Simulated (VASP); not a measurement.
Here is the system:

```
CELL_PARAMETERS angstrom
      3.98960     0.00000     0.00000
      0.00000     3.98960     0.00000
      0.00000     0.00000     3.98960
ATOMIC_POSITIONS crystal
  Sc 0.00000 0.00000 0.00000
  Al 0.00000 0.50000 0.50000
  Al 0.50000 0.00000 0.50000
  Al 0.50000 0.50000 0.00000
```

Computed with PBEsol GGA, VASP's PBE PAW potentials (set 64) (plane waves; VASP 6.6.1). Settings: 520 eV cut-off, 8×8×8 Γ-centred mesh, first-order Methfessel-Paxton smearing of 0.10 eV, potentials Sc_sv Al.

**Question.** Estimate the energy per atom (σ→0), pressure, band gap (on the k-mesh) with the smallest direct gap where there is one.

**Answer.** 
```
Property                                                     Value
------------------------  ----------------------------------------
band gap (on the k-mesh)  none (metal, semimetal or under 0.01 eV)
energy per atom (σ→0)                               -5.171 eV/atom
pressure                                                  6.50 GPa
```

Only differences to runs with the same potentials and settings are physical.

The compound is Al3Sc in the L1_2 structure. This cell is one point of a volume scan, at 0.94 of the reference volume.
